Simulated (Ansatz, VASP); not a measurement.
## Two plane-wave programs on Be3GaSb3

File INCAR:

```
PREC = Accurate
ENCUT = 600
EDIFF = 1E-6
ISMEAR = 0
SIGMA = 0.1
LREAL = False
LASPH = True
NELM = 100
ALGO = Normal
ISIF = 3
LWAVE = False
LCHARG = False
GGA = PE
IBRION = 2
NSW = 100
EDIFFG = -0.01
```

Contents of KPOINTS:

```
regular mesh
0
Gamma
  6 6 8
```

The input POSCAR:

```
Be3GaSb3
1.0
    7.8478568070      0.0000000000      0.0000000000
   -3.9239284035      6.7964433601      0.0000000000
    0.0000000000      0.0000000000      4.9521999996
Be Ga Sb
3 1 3
Direct
    0.5000000000      0.0000000000      0.0000000000
    0.0000000000      0.5000000000      0.0000000000
    0.5000000000      0.5000000000      0.0000000000
    0.0000000000      0.0000000000      0.0000000000
    0.3333333333      0.6666666667      0.0000000000
    0.6666666667      0.3333333333      0.0000000000
    0.0000000000      0.0000000000      0.5000000000
```

Input for Ansatz:

```yaml
crystal:
  lattice:
    - [7.847856807, 0.0, 0.0]
    - [-3.9239284035, 6.7964433601, 0.0]
    - [0.0, 0.0, 4.9521999996]
  atoms:
    - { symbol: Be, position: [0.5, 0.0, 0.0] }
    - { symbol: Be, position: [0.0, 0.5, 0.0] }
    - { symbol: Be, position: [0.5, 0.5, 0.0] }
    - { symbol: Ga, position: [0.0, 0.0, 0.0] }
    - { symbol: Sb, position: [0.3333333333, 0.6666666667, 0.0] }
    - { symbol: Sb, position: [0.6666666667, 0.3333333333, 0.0] }
    - { symbol: Sb, position: [0.0, 0.0, 0.5] }
basis:
  ecutwfc: 420
kpoints:
  mp_grid: { grid: [6, 6, 8] }
hamiltonian:
  xc: pbe
scf:
  occupations: { method: gaussian, width: 0.1 }
output:
  forces: true
  stress: true
  eigenvalues: true
  write_density: true
  write_potential: true
  elf: true
  volumetric_format: npy
relax:
  adjacent_minimum: "off"
  f_tol: 0.01
  max_steps: 80
  cell: { stress_tol: 0.05 }
```

Alike in both runs: task relaxation of cell and atoms; functional PBE; k mesh 6 × 6 × 8; occupations gaussian, width 0.1 eV; no spin polarisation.

```csv
,VASP,Ansatz
version,VASP 6.6.1,Ansatz 0.2.0
potentials or method,"VASP PAW PBE potentials, release 64 (Be, Ga_d, Sb)","scalar-relativistic, plane waves, PAW"
plane-wave cutoff (eV),600,420
valence electrons in the cell,34,64
```

|  | VASP | Ansatz | Ansatz less VASP |
| --- | --- | --- | --- |
| gap on the k mesh at the Fermi level, each at its own relaxed structure (eV) | none | none | - |
| relaxed volume (Å³/atom) | 38.96 | 38.76 | -0.196 |
| relaxed cell length with the largest relative difference (Å) | 7.862 | 7.844 | -0.0179 |
| energy change over the relaxation (meV/atom) | -7 | -6 | +0.3 |

A gap of «none» marks a metal or a gap that the smearing closes. The two sets of potentials don't hold the same shells in valence.

Spin-orbit coupling is left out, which matters for the levels of Sb.
